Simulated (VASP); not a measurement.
# Sr4Al2Pd3 (a cell with a defect) in VASP: a series of runs

One crystal, Sr4Al2Pd3 (a cell with a defect), is run at these levels: PBE; tasks: single point.

All numbers are computed with VASP 6.6.1; they aren't measurements. Logs are shortened: lines on timing, memory, paths and dates and some standing lists are left out, and cuts for length are marked.

**1. The structure**

The cell holds a defect, 9 atoms: a = 5.962 Å, b = 5.962 Å, c = 8.276 Å, α = 79.54°, β = 79.54°, γ = 119.75°.

**2. Single point, PBE**

INCAR

```
SYSTEM = Sr4Al2Pd3
ALGO = Fast
EDIFF = 1E-6
ENCUT = 520
GGA = PE
ISIF = 2
ISMEAR = -1
LASPH = .TRUE.
LCHARG = .FALSE.
LREAL = .FALSE.
LWAVE = .FALSE.
NBANDS = 48
NELM = 100
PREC = Accurate
SIGMA = 0.05
```

KPOINTS

```
k-points
0
G
  3 3 2
  0 0 0
```

POSCAR

```
Sr4Al2Pd3
1.0
   -5.1567530000      0.0000000000      2.9925460000
    5.1567530000      0.0000000000      2.9925460000
    0.0000000000      7.7156460000      2.9925460000
Sr Pd Al
4 3 2
Direct
    0.3142944825      0.6461944203      0.0862599191
    0.7274265327      0.3764044845      0.8992352682
    0.4037933729      0.5756778901      0.6014487964
    0.1610860775      0.9941988909      0.3854816564
    0.7340519230      0.0711807326      0.2569538571
   -0.0232020617      0.9824344309      0.7358192691
    0.7355652748      0.5570223040      0.2565465030
    0.0160938341      0.0143881096      0.0164804088
    0.7599782374      0.2602269404      0.5162681129
```

Potentials or basis: VASP PAW PBE potentials, release 64 (Sr_sv, Pd, Al).

Command:

```
cat potpaw_PBE.64/Sr_sv/POTCAR potpaw_PBE.64/Pd/POTCAR potpaw_PBE.64/Al/POTCAR > POTCAR
mpirun -np 1 vasp_std > vasp.out
```

OUTCAR:

```text
SYSTEM = Sr4Al2Pd3
   EDIFF = 1E-6
   ENCUT = 520
   GGA = PE
   ISIF = 2
   ISMEAR = -1
   LASPH = .TRUE.
   LREAL = .FALSE.
   NELM = 100
   PREC = Accurate

 ion  position               nearest neighbor table
   1  0.314  0.646  0.086-   7 3.21   5 3.23   7 3.30   5 3.31   8 3.48   8 3.49   8 3.49   2 3.60
                             6 3.73   9 3.75   4 3.77   4 3.77   2 3.81   2 3.81   3 4.08   3 4.36
   2  0.727  0.376  0.899-   6 3.04   5 3.20   7 3.33   9 3.36   8 3.48   8 3.50   1 3.60   6 3.67
                             8 3.72   3 3.76   3 3.78   1 3.81   1 3.81   4 4.11   4 4.38
   3  0.404  0.576  0.601-   6 2.97   5 3.14   7 3.22   9 3.39   9 3.53   6 3.60   9 3.62   8 3.69
                             4 3.75   2 3.76   2 3.78   4 3.80   4 3.94   1 4.08   1 4.36
   4  0.161  0.994  0.385-   6 2.88   5 3.13   7 3.13   5 3.16   7 3.18   8 3.32   9 3.58   9 3.59
                             9 3.61   3 3.75   1 3.77   1 3.77   3 3.80   3 3.94   2 4.11   2 4.38
   5  0.734  0.071  0.257-   8 2.55   9 2.59   7 2.89   7 3.07   4 3.13   3 3.14   4 3.16   2 3.20
                             1 3.23   1 3.31
   6  0.977  0.982  0.736-   8 2.41   4 2.88   3 2.97   2 3.04   9 3.10   3 3.60   2 3.67   1 3.73

   7  0.736  0.557  0.257-   8 2.55   9 2.60   5 2.89   5 3.07   4 3.13   4 3.18   1 3.21   3 3.22
                             1 3.30   2 3.33
   8  0.016  0.014  0.016-   6 2.41   7 2.55   5 2.55   4 3.32   2 3.48   1 3.48   1 3.49   1 3.49
                             2 3.50   3 3.69   2 3.72
   9  0.760  0.260  0.516-   5 2.59   7 2.60   6 3.10   2 3.36   3 3.39   3 3.53   4 3.58   4 3.59
                             4 3.61   3 3.62   1 3.75

  LATTYP: Found a face centered orthorhombic cell.
 ALAT       =     5.9850920000
 B/A-ratio  =     1.7231992424
 C/A-ratio  =     2.5782881867

  Lattice vectors:

 A1 = (   5.1567530000,   7.7156460000,   0.0000000000)
 A2 = (   0.0000000000,   7.7156460000,   2.9925460000)
 A3 = (   5.1567530000,   0.0000000000,   2.9925460000)

Analysis of symmetry for initial positions (statically):
=====================================================================
 Subroutine PRICEL returns:
 Original cell was already a primitive cell.

 Routine SETGRP: Setting up the symmetry group for a
 face centered orthorhombic supercell.

 Subroutine GETGRP returns: Found  1 space group operations
 (whereof  1 operations were pure point group operations)
 out of a pool of  8 trial point group operations.

The static configuration has the point symmetry C_1 .

Analysis of symmetry for dynamics (positions and initial velocities):
=====================================================================
 Subroutine PRICEL returns:
 Original cell was already a primitive cell.

 Routine SETGRP: Setting up the symmetry group for a
 face centered orthorhombic supercell.

 Subroutine GETGRP returns: Found  1 space group operations
 (whereof  1 operations were pure point group operations)
 out of a pool of  8 trial point group operations.

The dynamic configuration has the point symmetry C_1 .

 Subroutine INISYM returns: Found  1 space group operations
 (whereof  1 operations are pure point group operations),
 and found     1 'primitive' translations

----------------------------------------------------------------------------------------

                                     Primitive cell

  volume of cell :     238.1329

  direct lattice vectors                    reciprocal lattice vectors
    -5.156753000  0.000000000  2.992546000    -0.096960238 -0.064803388  0.167081809
     5.156753000  0.000000000  2.992546000     0.096960238 -0.064803388  0.167081809
     0.000000000  7.715646000  2.992546000     0.000000000  0.129606776  0.000000000

  length of vectors
     5.962166810  5.962166810  8.275658570     0.203757449  0.203757449  0.129606776

  position of ions in fractional coordinates (direct lattice)
     0.314294483  0.646194420  0.086259919
     0.727426533  0.376404485  0.899235268
     0.403793373  0.575677890  0.601448796
     0.161086078  0.994198891  0.385481656
     0.734051923  0.071180733  0.256953857
     0.976797938  0.982434431  0.735819269
     0.735565275  0.557022304  0.256546503
     0.016093834  0.014388110  0.016480409
     0.759978237  0.260226940  0.516268113

  ion indices of the primitive-cell ions
[... 45 lines left out ...]
|        whereas your k-lattice is base-centered monoclinic.                  |
|                                                                             |
|     Results are often still useful ...                                      |
|                                                                             |
 -----------------------------------------------------------------------------

 WARNING: IBZKPT: internal override: KBLOWUP is changed to .FALSE.
      ... skipping the blow-up phase ...

 Subroutine IBZKPT returns following result:
 ===========================================

 Found     10 irreducible k-points:

 Following reciprocal coordinates:
            Coordinates               Weight
  0.000000  0.000000  0.000000      1.000000
  0.333333 -0.000000  0.000000      2.000000
 -0.000000  0.333333  0.000000      2.000000
  0.333333  0.333333 -0.000000      2.000000
 -0.333333  0.333333  0.000000      2.000000
  0.000000  0.000000  0.500000      1.000000
  0.333333 -0.000000  0.500000      2.000000
 -0.000000  0.333333  0.500000      2.000000
  0.333333  0.333333  0.500000      2.000000
 -0.333333  0.333333  0.500000      2.000000
   k-points           NKPTS =     10   k-points in BZ     NKDIM =     10   number of bands    NBANDS=     48
   number of dos      NEDOS =    301   number of ions     NIONS =      9
   total plane-waves  NPLWV = 147456
   dimension x,y,z NGX =    48 NGY =   48 NGZ =   64
   dimension x,y,z NGXF=    96 NGYF=   96 NGZF=  128
   ions per type =               4   3   2
   NGX,Y,Z   is equivalent  to a cutoff of  13.38, 13.38, 12.86 a.u.
   NGXF,Y,Z  is equivalent  to a cutoff of  26.77, 26.77, 25.71 a.u.
 SYSTEM =  Sr4Al2Pd3
   PREC   = accura    normal or accurate (medium, high low for compatibility)
   ISTART =      0    job   : 0-new  1-cont  2-samecut
   ICHARG =      2    charge: 1-file 2-atom 10-const
   ISPIN  =      1    spin polarized calculation?
   LNONCOLLINEAR =      F non collinear calculations
   LSORBIT =      F    spin-orbit coupling
   LASPH  =      T    aspherical Exc in radial PAW
   ENCUT  =  520.0 eV  38.22 Ry    6.18 a.u.  11.09 11.09 15.39*2*pi/ulx,y,z
   NELM   =    100;   NELMIN=  2; NELMDL= -5     # of ELM steps
   EDIFF  = 0.1E-05   stopping-criterion for ELM
   LREAL  =      F    real-space projection
   EDIFFG = 0.1E-04   stopping-criterion for IOM
   NSW    =      0    number of steps for IOM
   IBRION =     -1    ionic relax: 0-MD 1-quasi-New 2-CG
   NFREE  =      0    steps in history (QN), initial steepest desc. (CG)
   ISIF   =      2    stress and relaxation
   ISYM   =      2    0-nonsym 1-usesym 2-fastsym
   POTIM  = 0.5000    time-step for ionic-motion
   TEBEG  =    0.0;   TEEND  =   0.0 temperature during run
   PSTRESS=    0.0 pullay stress
   NELECT =      76.0000    total number of electrons
   NUPDOWN=      -1.0000    fix difference up-down
   EMIN   =  10.00;   EMAX   =-10.00  energy-range for DOS
   EFERMI =   0.00;   METHOD = LEGACY
   ISMEAR =    -1;   SIGMA  =   0.05  broadening in eV -4-tet -1-fermi 0-gaus
   EFERMI_NEDOS =   21; number of points for ismear=-14 and -15
   IALGO  =     68    algorithm
   IMIX   =      4    mixing-type and parameters
     AMIX     =   0.40;   BMIX     =  1.00
     AMIX_MAG =   1.60;   BMIX_MAG =  1.00
  volume/ion in A,a.u.               =      26.46       178.56
  Fermi-wavevector in a.u.,A,eV,Ry     =   1.118767  2.114163 17.029582  1.251639
  Thomas-Fermi vector in A             =   2.255400
   LORBIT       =      0    0 simple, 1 ext, 2 COOP (PROOUT), +10 PAW based schemes
   GGA     = PE    functional components
   LHFCALC =     F    Hartree Fock is set to
   AEXX    =    0.0000 exact exchange contribution
   IVDW    =     0    specifies the selected vdW correction
   LEPSILON=     F    determine dielectric tensor
   LRPA    =     F    only Hartree local field effects (RPA)
 non-spin polarized calculation
 RMM-DIIS sequential band-by-band and
  energy-cutoff  :      520.00
  volume of cell :      238.13
 maximum number of plane-waves:      6426
 NGX is ok and might be reduce to    48
   NGX = 23   NGY = 23   NGZ = 31

 number of electron      76.0000002 magnetization

 Free energy of the ion-electron system (eV)
  ---------------------------------------------------
  ext. energy  EPLUGINS =         0.00000000
  ---------------------------------------------------
  free energy    TOTEN  =       -33.84096992 eV

  energy without entropy =      -33.79692994  energy(sigma->0) =      -33.81894993

 E-fermi :   4.5830     XC(G=0):  -9.5124

 val. band max:        4.5327066430   @ k =   0.3333   0.3333  -0.0000
 cond. band min:       4.6050581657   @ k =  -0.3333   0.3333   0.5000
 fundamental gap:      0.0723515227
 Fermi energy:         4.5829597832

 k-point     1 :       0.0000    0.0000    0.0000
  band No.  band energies     occupation
      1     -31.2945      2.00000
      2     -31.0892      2.00000
      3     -31.0648      2.00000
      4     -30.7761      2.00000
      5     -13.4695      2.00000
      6     -13.4084      2.00000
[... 499 lines left out ...]
     47       6.8244      0.00000
     48       7.1899      0.00000

------------------------ aborting loop because EDIFF is reached ----------------------------------------

  FORCE on cell =-STRESS in cart. coord.  units (eV):
  Direction    XX          YY          ZZ          XY          YZ          ZX
  --------------------------------------------------------------------------------------
  -------------------------------------------------------------------------------------
  Total        0.9932139      3.8020345      2.6094325      0.7202901     -0.4064038      0.0143435
  in kB        6.6824225     25.5803914     17.5564698      4.8461689     -2.7343172      0.0965041
  external PRESSURE =      16.6064279 kB  Pullay stress =       0.0000000 kB

 VOLUME and BASIS-vectors are now :
 -----------------------------------------------------------------------------
  energy-cutoff  :      520.00
  volume of cell :      238.13
      direct lattice vectors                 reciprocal lattice vectors
    -5.156753000  0.000000000  2.992546000    -0.096960238 -0.064803388  0.167081809
     5.156753000  0.000000000  2.992546000     0.096960238 -0.064803388  0.167081809
     0.000000000  7.715646000  2.992546000     0.000000000  0.129606776  0.000000000

 POSITION                                       TOTAL-FORCE (eV/Angst)
 -----------------------------------------------------------------------------------
      1.71153      0.66555      3.13244        -0.058126     -0.002928      0.034450
     -1.81013      6.93818      5.99427        -0.028466      0.015583      0.050891
      0.88637      4.64057      4.73098        -0.089980     -0.009918      0.041560
      4.29616      2.97424      4.61081        -0.077194      0.003704      0.028078
     -3.41826      1.98256      3.17864        -0.058623      0.001801      0.040923
      0.02907      5.67732      8.06507         0.628406     -0.011306     -0.310611
     -0.92070      1.97942      4.63585        -0.071129      0.037006      0.019496
     -0.00880      0.12716      0.14054        -0.084117     -0.029355      0.006811
     -2.57709      3.98334      4.59797        -0.160771     -0.004587      0.088403
 -----------------------------------------------------------------------------------
    total drift:                               -0.000545      0.000984      0.000191

  FREE ENERGIE OF THE ION-ELECTRON SYSTEM (eV)
  ---------------------------------------------------
  free  energy   TOTEN  =       -33.8409699177 eV

  energy  without entropy=      -33.7969299373  energy(sigma->0) =      -33.81894993
```

Run time: 3.1 min. Hardware: 1 thread of Intel Xeon Platinum 8559C (Emerald Rapids), shared host; peak memory 0.41 GiB.

Results:

```
Free energy            : -33.8410 eV
Pressure               : 1.7 GPa
Largest force          : 0.701 eV/Å
Band gap on the k mesh : none (metal or under the smearing width)
```

Forces in eV/Å, atoms in the order of the input:
```
Sr  -0.058 -0.003  0.034
Sr  -0.028  0.016  0.051
Sr  -0.090 -0.010  0.042
Sr  -0.077  0.004  0.028
Pd  -0.059  0.002  0.041
Pd   0.628 -0.011 -0.311
Pd  -0.071  0.037  0.019
Al  -0.084 -0.029  0.007
Al  -0.161 -0.005  0.088
```

Caveat: the k mesh is coarse (spacing up to 0.43 Å⁻¹), so the values aren't converged.

**3. Single point, PBE**

INCAR

```
SYSTEM = Sr4Al2Pd3
  PREC = Accurate
  ENCUT = 520
  EDIFF = 1E-7
  ISMEAR = -1
  SIGMA = 0.05
  LREAL = .FALSE.
  LASPH = .TRUE.
  NELM = 100
  ALGO = Fast
  ISIF = 2
  LWAVE = .FALSE.
  LCHARG = .FALSE.
  GGA = PE
  NBANDS = 48
```

KPOINTS

```
Automatic mesh
0
G
  3 3 2
  0 0 0
```

POSCAR

```
Sr4Al2Pd3
1.0
   -5.1567530000      0.0000000000      2.9925460000
    5.1567530000      0.0000000000      2.9925460000
    0.0000000000      7.7156460000      2.9925460000
Sr Pd Al
4 3 2
Direct
    0.3130588480      0.6451273027      0.0879534909
    0.7267685843      0.3839375431      0.9005401492
    0.4027817662      0.5686747225      0.6002069043
    0.1582563105      0.9924329716      0.3897862862
    0.7346314677      0.0695649035      0.2556015400
   -0.0984532008      0.9970716382      0.7342978151
    0.7354974726      0.5556354547      0.2592535998
    0.0105612826      0.0071122130      0.0099341001
    0.7645254484      0.2596261445      0.5147574163
```

Potentials or basis: VASP PAW PBE potentials, release 64 (Sr_sv, Pd, Al).

Command:

```
cat potpaw_PBE.64/Sr_sv/POTCAR potpaw_PBE.64/Pd/POTCAR potpaw_PBE.64/Al/POTCAR > POTCAR
mpirun -np 1 vasp_std > vasp.out
```

Run time: 2.9 min. Hardware: 1 thread of Intel Xeon Platinum 8559C (Emerald Rapids), shared host; peak memory 0.43 GiB.

The run converged. Its results:

```
Free energy            : -34.2422 eV
Pressure               : 1.7 GPa
Largest force          : 0.656 eV/Å
Band gap on the k mesh : none (metal or under the smearing width)
```

Forces in eV/Å, atoms in the order of the input:
```
Sr  -0.072  0.007  0.045
Sr  -0.007  0.013  0.080
Sr  -0.109 -0.008  0.001
Sr  -0.070  0.045  0.036
Pd  -0.083 -0.006  0.040
Pd   0.608  0.001 -0.245
Pd  -0.079  0.034  0.037
Al  -0.082 -0.081 -0.035
Al  -0.106 -0.007  0.042
```

Stress tensor (GPa, compression positive):
```
 1.65  0.65 -0.63
 0.65  1.77 -0.28
-0.63 -0.28  1.75
```

Levels at points of the mesh, in eV from the Fermi level:
| k point | band 34 | band 35 | band 36 | band 37 | band 38 | band 39 | band 40 | band 41 | band 42 | band 43 |
| --- | --- | --- | --- | --- | --- | --- | --- | --- | --- | --- |
| (0.00, 0.00, 0.00) | -2.21 | -0.74 | -0.34 | -0.20 | -0.02 | 0.28 | 0.43 | 0.57 | 1.00 | 1.22 |
| (0.00, 0.00, 0.50) | -1.61 | -1.21 | -0.49 | -0.45 | 0.08 | 0.21 | 0.69 | 0.77 | 0.93 | 0.96 |

Caveat: the k mesh is coarse (spacing up to 0.43 Å⁻¹), so the values aren't converged.

**4. Single point, PBE**

INCAR

```
ALGO = Fast
EDIFF = 1E-7
ENCUT = 520
GGA = PE
ISIF = 2
ISMEAR = -1
LASPH = T
LCHARG = F
LREAL = F
LWAVE = F
NBANDS = 48
NELM = 100
PREC = Accurate
SIGMA = 0.05
```

KPOINTS

```
k-points
0
Gamma
  3 3 2
```

POSCAR

```
Sr4Al2Pd3
1.0
   -5.1567530000      0.0000000000      2.9925460000
    5.1567530000      0.0000000000      2.9925460000
    0.0000000000      7.7156460000      2.9925460000
Sr Pd Al
4 3 2
Direct
    0.3134825982      0.6441073150      0.0931601839
    0.7321378874      0.3982502647      0.9016644880
    0.3928959203      0.5509700030      0.6009748244
    0.1511627414      0.9881599759      0.4020176664
    0.7403374375      0.0664069623      0.2516115955
   -0.1760760352      0.9988832851      0.7435786971
    0.7443291794      0.5623737901      0.2535624366
    0.0104080325      0.0082159554     -0.0021049436
    0.7574911497      0.2632704647      0.5057034758
```

Command:

```
cat potpaw_PBE.64/Sr_sv/POTCAR potpaw_PBE.64/Pd/POTCAR potpaw_PBE.64/Al/POTCAR > POTCAR
mpirun -np 1 vasp_std > vasp.out
```

Wall time 6.6 min (1 thread of Intel Xeon Platinum 8559C (Emerald Rapids), shared host); peak memory 0.42 GiB.

It converged, with:

```
Free energy            : -34.4067 eV
Pressure               : 2.0 GPa
Largest force          : 0.009 eV/Å
Band gap on the k mesh : none (metal or under the smearing width)
```

Forces on the atoms (eV/Å):
```
Sr  -0.002 -0.004  0.001
Sr   0.006 -0.006 -0.004
Sr   0.001  0.002  0.004
Sr  -0.008  0.003  0.003
Pd   0.007  0.004  0.001
Pd  -0.006  0.005 -0.004
Pd   0.005  0.000 -0.002
Al  -0.005  0.000  0.001
Al   0.001 -0.004  0.000
```

Stress tensor (GPa, compression positive):
```
 2.62  0.39 -1.10
 0.39  1.61 -0.15
-1.10 -0.15  1.81
```

Levels at points of the mesh, in eV from the Fermi level:
| k point | band 36 | band 37 | band 38 | band 39 | band 40 | band 41 |
| --- | --- | --- | --- | --- | --- | --- |
| (0.00, 0.00, 0.00) | -0.32 | -0.19 | 0.05 | 0.33 | 0.49 | 0.55 |
| (0.00, 0.00, 0.50) | -0.47 | -0.30 | -0.09 | 0.10 | 0.74 | 0.79 |

Caveat: the k mesh is coarse (spacing up to 0.43 Å⁻¹), so the values aren't converged.
